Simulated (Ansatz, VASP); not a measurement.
## TmSb: VASP beside Ansatz

One calculation is typed for both programs; each brings its own data sets. How far apart do they land? The cell is taken from a series of VASP runs on this material, whose earlier steps may have relaxed, scaled or displaced it; both programs get it as it stands. Valence electrons are named where the data sets of a main pair hold unlike numbers.

Program: Ansatz 0.2.0. Level of theory: plane waves, with VASP 6.6.1 beside it; relaxation of cell and atoms at LDA, DFT+U. Results are calculated unless marked as measured.

In doubt: a part-filled 4f shell, where there is one, can sit in one of many states (step 3), so energies may not be the lowest and differences between runs may mislead; derivatives with an open 4f shell can jump between states (step 3), which bears on forces and vibrations.

**1. Starting point**

It takes space group Fm-3m (No. 225, cubic). The conventional cell has a = 6.075 Å, b = 6.075 Å, c = 6.075 Å, α = 90.00°, β = 90.00°, γ = 90.00°. Nearest to Tm lie 6 Sb at 3.04 Å. Nearest to Sb lie 6 Tm at 3.04 Å. Farther neighbours are not listed.

Coordinates:

```xyz
2
Lattice="0.0000 3.0377 3.0377 3.0377 0.0000 3.0377 3.0377 3.0377 0.0000" Properties=species:S:1:pos:R:3 pbc="T T T"
Tm    3.0377    3.0377    3.0377
Sb    0.0000    0.0000    0.0000
```

**2. VASP: relaxation of cell and atoms, LDA, DFT+U**

The relaxed volume is the usual yardstick between codes: in a stiff, nearly cubic crystal its relative difference is about their pressure difference at one cell divided by the bulk modulus.

Lines of VASP's logs that name or quote its potential files are left out, and so is its time.

Contents of INCAR:

```
SYSTEM = TmSb
PREC = Accurate
ENCUT = 450
EDIFF = 1E-06
NELM = 150
ISMEAR = 0
SIGMA = 0.05
LREAL = .FALSE.
ALGO = Normal
GGA = CA
NBANDS = 21
ISPIN = 2
MAGMOM = 2 0
LDAU = .TRUE.
LDAUTYPE = 2
LDAUL = 3 -1
LDAUU = 7 0
LDAUJ = 0 0
LDAUPRINT = 1
LASPH = .TRUE.
LMAXMIX = 6
AMIX = 0.2
BMIX = 1E-04
AMIX_MAG = 0.8
BMIX_MAG = 1E-04
LORBIT = 11
LWAVE = .FALSE.
LCHARG = .FALSE.
KPAR = 2
IBRION = 2
NSW = 60
ISIF = 3
EDIFFG = -0.01
```

Contents of POSCAR:

```
TmSb
1.0
    0.0000000000      3.0376726779      3.0376726779
    3.0376726779      0.0000000000      3.0376726779
    3.0376726779      3.0376726779      0.0000000000
Tm Sb
1 1
Direct
    0.5000000000      0.5000000000      0.5000000000
    0.0000000000      0.0000000000      0.0000000000
```

Contents of KPOINTS:

```
Automatic mesh
0
Gamma
6 6 6
0 0 0
```

PAW data sets: Tm and Sb (PBE family, release 64).

Started as:

```
$ mpirun -np 2 vasp_std
```

Numbers of over 12 decimals in the logs are rounded to 6 here.

Log:

```text
[banner, memory and clock lines left out]
running    2 mpi-ranks, on    1 nodes
 distrk:  each k-point on    1 cores,    2 groups
 distr:  one band on    1 cores,    1 groups

 POSCAR found type information on POSCAR TmSb
 POSCAR found :  2 types and       2 ions
|                                                                             |
|               ----> ADVICE to this user running VASP <----                  |
|                                                                             |
|     You enforced a specific xc type in the INCAR file but a different       |
|     [... a line on the potential file left out ...]
|     I HOPE YOU KNOW WHAT YOU ARE DOING!                                     |
|                                                                             |

 LDA part: xc-table for (Slater(with rela. corr.)+CA(PZ))
 , standard interpolation
 POSCAR, INCAR and KPOINTS ok, starting setup
 FFT: planning ... GRIDC
 FFT: planning ... GRID_SOFT
 FFT: planning ... GRID
 WAVECAR not read
 entering main loop
       N       E                     dE             d eps       ncg     rms          rms(c)
DAV:   1     0.162514006945E+03    0.16251E+03   -0.90082E+03  1828   0.683E+03
DAV:   2     0.217293261930E+02   -0.14078E+03   -0.13588E+03  1735   0.738E+02
DAV:   3    -0.245660804790E+01   -0.24186E+02   -0.23743E+02  1949   0.133E+02
DAV:   4    -0.715744475213E+01   -0.47008E+01   -0.46596E+01  2609   0.472E+01
DAV:   5    -0.756551474932E+01   -0.40807E+00   -0.40646E+00  1992   0.152E+01    0.261E+01
DAV:   6    -0.111235761792E+02   -0.35581E+01   -0.65015E+01  1726   0.184E+02    0.510E+01
DAV:   7    -0.807092700764E+01    0.30526E+01   -0.94067E+00  1998   0.842E+01    0.258E+01
DAV:   8    -0.831580446989E+01   -0.24488E+00   -0.40078E+00  2297   0.790E+01    0.231E+01
DAV:   9    -0.757789581084E+01    0.73791E+00   -0.30196E+00  1954   0.144E+02    0.185E+01
DAV:  10    -0.804258298732E+01   -0.46469E+00   -0.15801E+00  1990   0.158E+01    0.155E+01
DAV:  11    -0.871248056117E+01   -0.66990E+00   -0.30006E+00  2042   0.339E+01    0.189E+01
DAV:  12    -0.820687928001E+01    0.50560E+00   -0.32247E+00  1783   0.314E+01    0.404E+00
DAV:  13    -0.821755981154E+01   -0.10681E-01   -0.47019E-02  2372   0.173E+00    0.306E+00
DAV:  14    -0.828669974427E+01   -0.69140E-01   -0.18428E-01  2446   0.419E+00    0.454E+00
[...]
DAV:  29    -0.823219387365E+01   -0.87381E-05   -0.52961E-06  2050   0.251E-02    0.153E+00
DAV:  30    -0.823218765459E+01    0.62191E-05   -0.62149E-07   825   0.109E-02    0.152E+00
DAV:  31    -0.823207197818E+01    0.11568E-03   -0.11449E-04  1776   0.365E-01    0.105E+00
DAV:  32    -0.823188576020E+01    0.18622E-03   -0.11094E-04  1921   0.211E-01    0.832E-01
DAV:  33    -0.823179521679E+01    0.90543E-04   -0.45111E-05  2163   0.157E-01    0.883E-01
DAV:  34    -0.823176731868E+01    0.27898E-04   -0.16195E-05  2110   0.278E-02    0.929E-01
DAV:  35    -0.823176592837E+01    0.13903E-05   -0.45416E-06  1381   0.510E-02    0.961E-01
DAV:  36    -0.823176584375E+01    0.84612E-07   -0.38309E-07   780   0.746E-03
   1 F= -.82317658E+01 E0= -.82185129E+01  d E =-.823177E+01  mag=     1.6326
[... from here on, the cycles between the ionic steps are left out ...]
   8 F= -.82318192E+01 E0= -.82185593E+01  d E =-.533385E-04  mag=     1.6409
   9 F= -.82318140E+01 E0= -.82185540E+01  d E =-.481956E-04  mag=     1.6410
  10 F= -.82318209E+01 E0= -.82185546E+01  d E =-.551053E-04  mag=     1.6404
  11 F= -.82318166E+01 E0= -.82185602E+01  d E =-.507798E-04  mag=     1.6411
  12 F= -.82318176E+01 E0= -.82185576E+01  d E =-.517332E-04  mag=     1.6407
  13 F= -.82318182E+01 E0= -.82185579E+01  d E =-.523192E-04  mag=     1.6408
  14 F= -.82318292E+01 E0= -.82185817E+01  d E =-.109959E-04  mag=     1.6408
  15 F= -.82316330E+01 E0= -.82184088E+01  d E =0.185175E-03  mag=     1.6406
 curvature:  -2.32 expect dE=-0.119E-02 dE for cont linesearch -0.119E-02
 ZBRENT: interpolating
 opt :   1.3101  next Energy=    -8.231839 (dE=-0.207E-04)
 bond charge predicted
       N       E                     dE             d eps       ncg     rms          rms(c)
DAV:   1    -0.826949125773E+01   -0.37859E-01   -0.22088E-01  2134   0.796E+00    0.401E+00
DAV:   2    -0.838680088662E+01   -0.11731E+00   -0.22855E+00  1646   0.346E+01    0.704E+00
DAV:   3    -0.824027360579E+01    0.14653E+00   -0.59600E-01  1583   0.311E+01    0.136E+00
DAV:   4    -0.823308806407E+01    0.71855E-02   -0.38099E-02  2077   0.438E+00    0.473E-01
DAV:   5    -0.823205786014E+01    0.10302E-02   -0.48244E-03  2337   0.132E+00    0.221E-01
DAV:   6    -0.823191487068E+01    0.14299E-03   -0.95770E-04  2496   0.408E-01    0.207E-01
DAV:   7    -0.823175291772E+01    0.16195E-03   -0.61314E-04  2467   0.258E-01    0.125E-01
DAV:   8    -0.823174805800E+01    0.48597E-05   -0.16448E-04  2600   0.164E-01    0.102E-01
DAV:   9    -0.823176050322E+01   -0.12445E-04   -0.40753E-05  2467   0.864E-02    0.854E-02
DAV:  10    -0.823178548561E+01   -0.24982E-04   -0.47594E-05  2568   0.898E-02    0.918E-02
DAV:  11    -0.823181339137E+01   -0.27906E-04   -0.42768E-05  2496   0.471E-02    0.505E-02
DAV:  12    -0.823181502617E+01   -0.16348E-05   -0.26788E-05  2528   0.818E-02    0.258E-02
DAV:  13    -0.823181603441E+01   -0.10082E-05   -0.35002E-06  1752   0.193E-02    0.143E-02
DAV:  14    -0.823181639011E+01   -0.35569E-06   -0.89519E-07  1272   0.945E-03
  16 F= -.82318164E+01 E0= -.82185715E+01  d E =0.177285E-05  mag=     1.6407
 curvature:  -0.02 expect dE=-0.478E-07 dE for cont linesearch -0.478E-07
 trial: gam= 0.00000 g(F)=  0.304E-60 g(S)=  0.253E-05 ort =-0.102E-04 (trialstep = 0.906E+00)
 search vector abs. value=  0.253E-05
 reached required accuracy - stopping structural energy minimisation
```

From OUTCAR (step 2):

```text
ion  position               nearest neighbor table
   1  0.500  0.500  0.500-   2 3.04   2 3.04   2 3.04   2 3.04   2 3.04   2 3.04
   2  0.000  0.000  0.000-   1 3.04   1 3.04   1 3.04   1 3.04   1 3.04   1 3.04

  LATTYP: Found a face centered cubic cell.
 ALAT       =     6.0753453558

 Subroutine GETGRP returns: Found 48 space group operations
 (whereof 48 operations were pure point group operations)

The static configuration has the point symmetry O_h .

 Found     16 irreducible k-points:

   k-points           NKPTS =     16   k-points in BZ     NKDIM =     16   number of bands    NBANDS=     21

   dimension x,y,z NGX =    30 NGY =   30 NGZ =   30
   dimension x,y,z NGXF=    60 NGYF=   60 NGZF=   60

   ENCUT  =  450.0 eV  33.07 Ry    5.75 a.u.   7.43  7.43  7.43*2*pi/ulx,y,z

   NELECT =      28.0000    total number of electrons

 k-points in reciprocal lattice and weights: Automatic mesh
   0.00000000  0.00000000  0.00000000       0.005
   0.16666667  0.00000000  0.00000000       0.037
   0.33333333  0.00000000  0.00000000       0.037
   0.50000000  0.00000000  0.00000000       0.019
   0.16666667  0.16666667  0.00000000       0.028
   0.33333333  0.16666667  0.00000000       0.111
   0.50000000  0.16666667  0.00000000       0.111
  -0.33333333  0.16666667  0.00000000       0.111
  -0.16666667  0.16666667  0.00000000       0.056
[...]
-0.33333333  0.33333333  0.16666667       0.111
  -0.33333333  0.50000000  0.16666667       0.056

atom =   1  type =  1  l = 3

 onsite density matrix

spin component  1

  0.9962 -0.0000  0.0005 -0.0000 -0.0000 -0.0000 -0.0000
 -0.0000  0.9948 -0.0000  0.0000 -0.0000  0.0000  0.0000
  0.0005 -0.0000  0.9959 -0.0000 -0.0000  0.0000 -0.0000
 -0.0000  0.0000 -0.0000  0.9966 -0.0000 -0.0000 -0.0000
 -0.0000 -0.0000 -0.0000 -0.0000  0.9959 -0.0000 -0.0005
 -0.0000  0.0000  0.0000 -0.0000 -0.0000  0.9955 -0.0000
 -0.0000  0.0000 -0.0000 -0.0000 -0.0005 -0.0000  0.9962

spin component  2

  0.6804 -0.0000 -0.2427  0.0000  0.0000 -0.0000  0.0000
 -0.0000  0.9932 -0.0000  0.0000 -0.0000 -0.0000  0.0000
 -0.2427 -0.0000  0.8057  0.0000  0.0000  0.0000  0.0000
  0.0000  0.0000  0.0000  0.4924  0.0000  0.0000 -0.0000
  0.0000 -0.0000  0.0000  0.0000  0.8057 -0.0000  0.2427
 -0.0000 -0.0000  0.0000  0.0000 -0.0000  0.9937 -0.0000
  0.0000  0.0000  0.0000 -0.0000  0.2427 -0.0000  0.6804

 occupancies and eigenvectors

  o =  0.4924  v =  0.0000  0.0000  0.0000  0.0000  0.0000  0.0000  0.0000  0.0000 -0.0000  0.0000  0.3576 -0.5719 -0.0000  0.7383      0.0000  0.0000  0.0000  0.0000  0.0000  0.0000  0.0000  0.0000  0.0000  0.0000  0.0000  0.0000  0.0000  0.0000
  o =  0.4924  v =  0.0000  0.0000  0.0000  0.0000  0.0000  0.0000  0.0000  0.0000 -0.0000  0.0000  0.9339  0.2190 -0.0000 -0.2827      0.0000  0.0000  0.0000  0.0000  0.0000  0.0000  0.0000  0.0000  0.0000  0.0000  0.0000  0.0000  0.0000  0.0000
  o =  0.4924  v =  0.0000  0.0000  0.0000  0.0000  0.0000  0.0000  0.0000 -0.7906  0.0000 -0.6124  0.0000  0.0000 -0.0000  0.0000      0.0000  0.0000  0.0000  0.0000  0.0000  0.0000  0.0000  0.0000  0.0000  0.0000  0.0000  0.0000  0.0000  0.0000
  o =  0.9932  v =  0.0000  0.0000  0.0000  0.0000  0.0000  0.0000  0.0000  0.0000  1.0000  0.0000  0.0000  0.0000  0.0000  0.0000      0.0000  0.0000  0.0000  0.0000  0.0000  0.0000  0.0000  0.0000  0.0000  0.0000  0.0000  0.0000  0.0000  0.0000
  o =  0.9937  v =  0.0000  0.0000  0.0000  0.0000  0.0000  0.0000  0.0000  0.0000  0.0000 -0.0000 -0.0000 -0.5244 -0.7483 -0.4062      0.0000  0.0000  0.0000  0.0000  0.0000  0.0000  0.0000  0.0000  0.0000  0.0000  0.0000  0.0000  0.0000  0.0000
  o =  0.9937  v =  0.0000  0.0000  0.0000  0.0000  0.0000  0.0000  0.0000  0.0000  0.0000 -0.0000  0.0000 -0.5916  0.6633 -0.4582      0.0000  0.0000  0.0000  0.0000  0.0000  0.0000  0.0000  0.0000  0.0000  0.0000  0.0000  0.0000  0.0000  0.0000
  o =  0.9937  v =  0.0000  0.0000  0.0000  0.0000  0.0000  0.0000  0.0000  0.6124  0.0000 -0.7906  0.0000  0.0000 -0.0000  0.0000      0.0000  0.0000  0.0000  0.0000  0.0000  0.0000  0.0000  0.0000  0.0000  0.0000  0.0000  0.0000  0.0000  0.0000
  o =  0.9948  v =  0.0000 -1.0000 -0.0000  0.0000 -0.0000 -0.0000  0.0000  0.0000  0.0000  0.0000  0.0000  0.0000  0.0000  0.0000      0.0000  0.0000  0.0000  0.0000  0.0000  0.0000  0.0000  0.0000  0.0000  0.0000  0.0000  0.0000  0.0000  0.0000
  o =  0.9955  v =  0.0000 -0.0000  0.0000  0.0000  0.1346  0.9854  0.1043  0.0000  0.0000  0.0000  0.0000  0.0000  0.0000  0.0000      0.0000  0.0000  0.0000  0.0000  0.0000  0.0000  0.0000  0.0000  0.0000  0.0000  0.0000  0.0000  0.0000  0.0000
  o =  0.9955  v =  0.0000  0.0000  0.0000  0.0000  0.7790 -0.1703  0.6034  0.0000  0.0000  0.0000  0.0000  0.0000  0.0000  0.0000      0.0000  0.0000  0.0000  0.0000  0.0000  0.0000  0.0000  0.0000  0.0000  0.0000  0.0000  0.0000  0.0000  0.0000
  o =  0.9955  v =  0.6124  0.0000 -0.7906  0.0000  0.0000  0.0000  0.0000  0.0000  0.0000  0.0000  0.0000  0.0000  0.0000  0.0000      0.0000  0.0000  0.0000  0.0000  0.0000  0.0000  0.0000  0.0000  0.0000  0.0000  0.0000  0.0000  0.0000  0.0000
  o =  0.9966  v =  0.0000 -0.0000 -0.0000 -0.9255 -0.2320  0.0000  0.2995  0.0000  0.0000  0.0000  0.0000  0.0000  0.0000  0.0000      0.0000  0.0000  0.0000  0.0000  0.0000  0.0000  0.0000  0.0000  0.0000  0.0000  0.0000  0.0000  0.0000  0.0000
  o =  0.9966  v = -0.7906  0.0000 -0.6124  0.0000  0.0000  0.0000  0.0000  0.0000  0.0000  0.0000  0.0000  0.0000  0.0000  0.0000      0.0000  0.0000  0.0000  0.0000  0.0000  0.0000  0.0000  0.0000  0.0000  0.0000  0.0000  0.0000  0.0000  0.0000
  o =  0.9966  v =  0.0000  0.0000  0.0000  0.3788 -0.5667 -0.0000  0.7316  0.0000  0.0000  0.0000  0.0000  0.0000  0.0000  0.0000      0.0000  0.0000  0.0000  0.0000  0.0000  0.0000  0.0000  0.0000  0.0000  0.0000  0.0000  0.0000  0.0000  0.0000

 average (electrostatic) potential at core
       1 -33.5017       2 -86.6695

 E-fermi :   4.0173

 spin component 1
 k-point     1 :       0.0000    0.0000    0.0000
  band No.  band energies     occupation
    ...
      8      -0.9801      1.00000
      9      -0.3685      1.00000
     10      -0.3685      1.00000
     11      -0.3685      1.00000
     12      -0.2240      1.00000
     13       5.4927      0.00000
     14       5.4927      0.00000
     15       5.4927      0.00000
     16       6.3125      0.00000
     17       6.3125      0.00000
    ...

 k-point     2 :       0.1667    0.0000    0.0000
  band No.  band energies     occupation
    ...
      9      -0.3754      1.00000
     10      -0.3754      1.00000
     11      -0.3681      1.00000
     12      -0.2191      1.00000
     13       3.4358      1.00000
     14       4.3620      0.00000
     15       4.3620      0.00000
     16       6.7480      0.00000
     17       6.7777      0.00000
     18       6.7777      0.00000
    ...

 k-point     3 :       0.3333    0.0000    0.0000
  band No.  band energies     occupation
    ...
     11      -0.3673      1.00000
     12      -0.2088      1.00000
     13       1.1748      1.00000
     14       3.3272      1.00000
     15       3.3272      1.00000
     16       7.1704      0.00000
     17       7.7582      0.00000
     18       7.7582      0.00000
     19      10.3591      0.00000
     20      10.8647      0.00000
    ...

 k-point     4 :       0.5000    0.0000    0.0000
  band No.  band energies     occupation
    ...
     11      -0.3670      1.00000
     12      -0.2020      1.00000
     13       0.0684      1.00000
     14       2.9619      1.00000
     15       2.9619      1.00000
     16       8.2030      0.00000
     17       8.5233      0.00000
     18       8.6149      0.00000
     19       8.6149      0.00000
     20      11.0351      0.00000
    ...

 k-point     5 :       0.1667    0.1667    0.0000
  band No.  band energies     occupation
    ...
      9      -0.3755      1.00000
     10      -0.3748      1.00000
     11      -0.3748      1.00000
     12      -0.2173      1.00000
     13       3.0015      1.00000
     14       4.5442      0.00000
     15       4.5442      0.00000
     16       5.6723      0.00000
     17       7.3638      0.00000
     18       7.9211      0.00000
    ...

 k-point     6 :       0.3333    0.1667    0.0000
  band No.  band energies     occupation
    ...
     11      -0.3756      1.00000
     12      -0.2086      1.00000
     13       1.6904      1.00000
     14       3.3648      1.00000
     15       3.8011      1.00000
     16       6.0677      0.00000
     17       7.9754      0.00000
     18       8.2022      0.00000
     19       9.3559      0.00000
     20       9.9782      0.00000
    ...

  Total        0.0059153      0.0059153      0.0059153      0.0000000     -0.0000000      0.0000000
  in kB        0.1692710      0.1692710      0.1692710      0.0000000     -0.0000000      0.0000000
  external PRESSURE =       0.1692710 kB  Pullay stress =       0.0000000 kB

  energy-cutoff  :      450.00
  volume of cell :       55.99
      direct lattice vectors                 reciprocal lattice vectors
     0.000000000  3.036400257  3.036400257    -0.164668673  0.164668673  0.164668673
     3.036400257 -0.000000000  3.036400257     0.164668673 -0.164668673  0.164668673
     3.036400257  3.036400257 -0.000000000     0.164668673  0.164668673 -0.164668673

 POSITION                                       TOTAL-FORCE (eV/Angst)
 -----------------------------------------------------------------------------------
      3.03640      3.03640      3.03640         0.000000     -0.000000     -0.000000
      0.00000      0.00000      0.00000        -0.000000      0.000000      0.000000
 -----------------------------------------------------------------------------------
    total drift:                                0.000000     -0.000000      0.000000

  FREE ENERGIE OF THE ION-ELECTRON SYSTEM (eV)
  ---------------------------------------------------
  free  energy   TOTEN  =        -8.2318163901 eV

  energy  without entropy=       -8.2053266365  energy(sigma->0) =       -8.21857151

 reached required accuracy - stopping structural energy minimisation

 total charge
# of ion       s       p       d       f       tot
--------------------------------------------------
    1        2.128   5.957   0.478  12.415  20.978
    2        1.141   1.446   0.012   0.000   2.599
--------------------------------------------------
tot          3.269   7.404   0.490  12.415  23.578

 magnetization (x)
# of ion       s       p       d       f       tot
--------------------------------------------------
    1        0.003  -0.010   0.026   1.519   1.537
    2        0.000   0.024   0.001   0.000   0.025
--------------------------------------------------
tot          0.003   0.014   0.027   1.519   1.562

[... 6 further parts left out ...]
```

The cell holds one magnetic atom, so no antiferromagnetic order fits into it. The k-mesh is coarse for a metal. DFT+U on an f shell has many metastable occupations, and no search among them was made. The PAW data sets were made with PBE, a small mismatch for LDA. The run keeps the 48 symmetry operations of its start, so it cannot find a distortion of lower symmetry.

(Part 1 of 2 ends here.)

[Lines on the potential files, build, host, timing and source positions are cut from VASP's logs without a mark.]

[Logs are printed without paths, hosts, clocks, repeated set-up lines and the standing remarks that a program may print on its own settings, such as how far it seeks lower states.]

[Hosts, paths, dates, database ids (printed as entryN), source tags and the programs' standing remarks are cut or masked in the printed files.]
